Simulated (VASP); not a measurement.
Here is the system:

```yaml
crystal:
  lattice:
    - [3.59287, 0.00000, 0.00000]
    - [-1.79644, 3.11152, 0.00000]
    - [0.00000, 0.00000, 16.92031]
  atoms:
    - { symbol: Ta, position: [0.00000, 0.00000, 0.50000] }
    - { symbol: S, position: [0.33333, 0.66667, 0.58630] }
    - { symbol: S, position: [0.66667, 0.33333, 0.41370] }
```

Level of theory: PBE GGA, VASP's PBE PAW potentials (set 64) (plane waves; VASP). Run with 300 eV cut-off, 6×6×1 Γ-centred mesh, Fermi-Dirac smearing of 0.050 eV, potentials Ta_pv S.

The cell holds a wide vacuum, so values per volume refer to the whole cell. Unless said otherwise, spin-orbit coupling is left out, though it shifts the bands of the heavy elements here.

Task: Predict the energy per atom (σ→0), band gap (on the k-mesh) with the smallest direct gap where there is one.

Result: 
```
Quantity                                                     Value
------------------------  ----------------------------------------
band gap (on the k-mesh)  none (metal, semimetal or under 0.01 eV)
energy per atom (σ→0)                               -7633 meV/atom
```

Total energies compare only between runs with the same potentials, cut-off and functional.

The cell is a sheet with vacuum, built from a generated structure.
